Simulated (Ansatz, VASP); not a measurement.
# BiO5 in VASP and in Ansatz

```
Bi O
1.0
     4.80711    0.00000    0.00000
    -2.40356    4.16308    0.00000
     0.00000    0.00000    4.01278
Bi O
1 5
Cartesian
  0.0000 0.0000 0.0000
  0.0000 2.7754 0.0000
  2.4036 1.3877 0.0000
  2.4036 0.0000 2.0064
  1.2018 2.0815 2.0064
  -1.2018 2.0815 2.0064
```

Change from the starting cell: species swapped into the DyRh5 type (P6/mmm, No. 191).

Alike in both runs: task single point; functional PBE; k mesh 6 × 6 × 4; occupations gaussian, width 0.1 eV; no spin polarisation.

|  | VASP | Ansatz |
| --- | --- | --- |
| version | VASP 6.6.1 | Ansatz 0.2.0 |
| potentials or method | VASP PAW PBE potentials, release 64 (Bi_d, O) | scalar-relativistic, plane waves, PAW |
| plane-wave cutoff (eV) | 520 | 420 |
| valence electrons in the cell | 45 | 45 |

|  | VASP | Ansatz | Ansatz less VASP |
| --- | --- | --- | --- |
| gap on the k mesh at the Fermi level (eV) | none | none | - |
| pressure (GPa) | -19.4 | -19.3 | +0.14 |
| largest component of the traceless stress (GPa) | 6.95 | 6.99 | +0.041 |

A gap of «none» marks a metal or a gap that the smearing closes. The functional is the same, so the differences come from potentials, cutoffs and numerics.

Caveats: the k mesh is coarse (spacing up to 0.39 Å⁻¹), so the values aren't converged; so large a pressure means that the cell lies far from this level's equilibrium, or that cutoff or potentials fall short (VASP); spin-orbit coupling is left out, which moves the levels of the heavy elements; an odd number of electrons without spin polarisation forces a metal; a magnetic or distorted state may lie lower.
